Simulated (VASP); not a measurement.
Energy against volume of InP (zinc blende). Method: RPBE GGA, VASP's PBE PAW potentials (set 64) (plane waves; VASP). Settings: 520 eV cut-off, 8×8×8 Γ-centred mesh, Gaussian smearing of 0.050 eV, potentials In_d P.

| V (Å³/atom) | E (eV/atom) |
|---|---|
| 25.569 | -3.85758 |
| 26.385 | -3.87216 |
| 27.201 | -3.87681 |
| 28.017 | -3.87312 |

Question: Fit these four points and predict the energy of the run at 28.833 Å³/atom.

Answer: A cubic in V^(−2/3), the third-order Birch-Murnaghan form, passes through the four points with V0 = 27.22 Å³/atom and B0 = 54 GPa, and gives -3.8624 eV/atom there. The run gave -3.8624 eV/atom, +0.0 meV/atom from the fit; all five points give B0 = 54 GPa.

The compound is InP in the zinc blende structure. It was relaxed first, which changed the volume by +8 %.
